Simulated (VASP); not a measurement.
Given:

```xyz
1
Lattice="-1.6633 1.6633 1.6633 1.6633 -1.6633 1.6633 1.6633 1.6633 -1.6633" Properties=species:S:1:pos:R:3 pbc="T T T"
Na     0.0000     0.0000     0.0000
```

The numbers are results of PBE GGA, VASP's PBE PAW potentials (set 64) (plane waves; VASP), not measurements. Settings: 500 eV cut-off, 15×15×15 Γ-centred mesh, first-order Methfessel-Paxton smearing of 0.10 eV, potentials Na_pv.

Energy and stress use the plane-wave basis of the starting cell.

Task: The ions, cell shape and volume at an external pressure of 30.0 GPa are relaxed. Predict the relaxed structure.

Result: 
```xyz
1
Lattice="-1.5957 1.5957 1.5957 1.5957 -1.5957 1.5957 1.5957 1.5957 -1.5957" Properties=species:S:1:pos:R:3 pbc="T T T"
Na     0.0000     0.0000     0.0000
```
Space group Im-3m (229), at a tolerance of 0.03 Å.

Task: How do energy and volume change from the first to the last step?

Result: The energy (σ→0) changes by +330.7 meV/atom and the volume by -11.7 %, in 3 ionic steps.

```json
[
 {"step": "1", "E(σ→0) (eV)": "-0.6489", "max force (eV/Å)": "0.000", "pressure (GPa)": "19.84", "volume (Å³)": "18.41"},
 {"step": "2", "E(σ→0) (eV)": "-0.1597", "max force (eV/Å)": "0.000", "pressure (GPa)": "34.88", "volume (Å³)": "15.47"},
 {"step": "3", "E(σ→0) (eV)": "-0.3182", "max force (eV/Å)": "0.000", "pressure (GPa)": "29.98", "volume (Å³)": "16.25"}
]
```

The compound is Na in the bcc structure. This run relaxes it under an external pressure of 30 GPa. Symmetry was kept, so distortions that lower it aren't found.
